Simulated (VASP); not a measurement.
These are LDA (Ceperley-Alder, Perdew-Zunger), VASP's LDA PAW potentials (set 64) (plane waves; VASP 6.6.1) values and carry that method's errors. Each cell was relaxed at this level, without spin-orbit coupling.

Q: Which of these comes out without a gap?
A) KF, Fm-3m (225)
B) CdS, P6_3mc (186)
C) As, R-3m (166)
D) La2O3, P-3m1 (164)

A: C, As, R-3m (166). The others have gaps of 6.32 eV (KF, Fm-3m (225)), 1.05 eV (CdS, P6_3mc (186)), 3.72 eV (La2O3, P-3m1 (164)).
